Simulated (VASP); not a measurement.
An input for Ansatz (written as the equivalent of a VASP run, and not itself run):

Ansatz 0.2 input:
```yaml
crystal:
  lattice:
    - [-3.2330130, 3.2330130, 2.6013980]
    - [3.2330130, -3.2330130, 2.6013980]
    - [3.2330130, 3.2330130, -2.6013980]
  atoms:
    - { symbol: Ge, position: [0.1580000, 0.6580000, 0.8160000] }
    - { symbol: Ge, position: [0.3420000, 0.1580000, 0.5000000] }
    - { symbol: Ge, position: [0.6580000, 0.8420000, 0.5000000] }
    - { symbol: Ge, position: [0.8420000, 0.3420000, 0.1840000] }
    - { symbol: Tc, position: [0.7500000, 0.7500000, 0.0000000] }
    - { symbol: Tc, position: [0.2500000, 0.2500000, 0.0000000] }
kpoints:
  mp_grid: { grid: [3, 3, 3] }
hamiltonian:
  xc: pbe
  pseudopotentials: { kind: paw }
scf:
  occupations: { method: fermi_dirac, width: 0.1 }
  max_iter: 100
output: { forces: true, stress: true, eigenvalues: true }
```

Problem. Translate this input to VASP (INCAR, KPOINTS, POSCAR, choice of POTCAR).

Solution. One answer among several that fit: 
**INCAR**
```
LCHARG = .FALSE.
PREC = Accurate
ALGO = Normal   # blocked Davidson
SYSTEM = TcGe2
EDIFF = 1E-6   # SCF stop (eV)
GGA = PE   # PBE
LMAXMIX = 4
LREAL = .FALSE.
LASPH = .TRUE.   # aspherical one-centre terms
NELM = 100
ENCUT = 300   # plane-wave cut-off (eV)
LWAVE = .FALSE.
SIGMA = 0.1
ISIF = 2
ISMEAR = -1
```

### KPOINTS
```
Automatic mesh
0
Gamma
3 3 3
0 0 0
```

File POSCAR:
```
TcGe2
1
   -3.2330130000     3.2330130000     2.6013980000
    3.2330130000    -3.2330130000     2.6013980000
    3.2330130000     3.2330130000    -2.6013980000
Ge Tc
4 2
Direct
  0.1580000000   0.6580000000   0.8160000000
  0.3420000000   0.1580000000   0.5000000000
  0.6580000000   0.8420000000   0.5000000000
  0.8420000000   0.3420000000   0.1840000000
  0.7500000000   0.7500000000   0.0000000000
  0.2500000000   0.2500000000   0.0000000000
```

POTCAR, in this order: Ge_d Tc_pv (PBE.64 set). Program: vasp_std.

The two are equivalent in intent, not identical: each code has its own PAW files, so the cut-off isn't converted (ENCUT is set for VASP's; basis.ecutwfc is left out, and Ansatz then takes the one that its files recommend); Ansatz stops its SCF on the density residual and VASP on the energy change (EDIFF).

The structure was generated: TcGe2 was put into an ordered model structure, which need not be its known phase. The cell was not relaxed at this level, and its volume differs by -5.9 % from the start's. The k-mesh is coarse (spacing up to 0.52 per Å, 2π included), so the numbers may not be converged in it.
